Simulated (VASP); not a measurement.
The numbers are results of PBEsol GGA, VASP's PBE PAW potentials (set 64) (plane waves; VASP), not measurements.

VASP input:

File POSCAR:
```
CdSe(100) slab
1
    7.0252201352     0.0000000000     0.0000000000
    0.0000000000     4.3111324978     0.0000000000
    0.0000000000     0.0000000000    26.2394843706
Cd Se
6 6
Direct
  0.0528531373   0.0000000000   0.6403908313
  0.4791307306   0.5000000000   0.6237663811
  0.9831505906   0.5000000000   0.5203759538
  0.4831505906   0.0000000000   0.4796240462
  0.9791307306   0.0000000000   0.3762336189
  0.5528531373   0.5000000000   0.3596091687
  0.3881743356   0.0000000000   0.6749627506
  0.8640059918   0.5000000000   0.6165381502
  0.3606852141   0.5000000000   0.5268588464
  0.8606852141   0.0000000000   0.4731411536
  0.3640059918   0.0000000000   0.3834618498
  0.8881743356   0.5000000000   0.3250372494
```

### INCAR
```
# general
SYSTEM  = CdSe(100) slab
PREC    = Normal
ENCUT   = 400
LREAL   = F
LASPH   = T

# electronic loop
EDIFF   = 1E-6
NELM    = 100
NELMIN  = 4
ALGO    = Normal
LMAXMIX = 4

# smearing
ISMEAR  = 0
SIGMA   = 0.05

# functional
GGA     = PS

# output
LWAVE   = F
LCHARG  = F
LORBIT  = 11
LVHAR   = T

# other
LDIPOL  = T
IDIPOL  = 3
DIPOL   = 0.5 0.5 0.5
```

**KPOINTS**
```
Automatic mesh
0
Gamma
3 5 1
0 0 0
```

POTCAR, in this order: Cd Se (PBE.64 set). Program: vasp_std. Read from the step before: WAVECAR.

Problem. What will the output report for the number of irreducible k-points (NKPTS), largest plane-wave count, number of space-group operations, FFT grid (NGX, NGY, NGZ)?

Solution. 
The number of irreducible k-points (NKPTS) is 6 and the largest plane-wave count is 14468. The number of space-group operations is 4 and the FFT grid (NGX, NGY, NGZ) is 36 × 24 × 128.

The cell is a thin slab with vacuum, built from CdSe (wurtzite): (100) face.
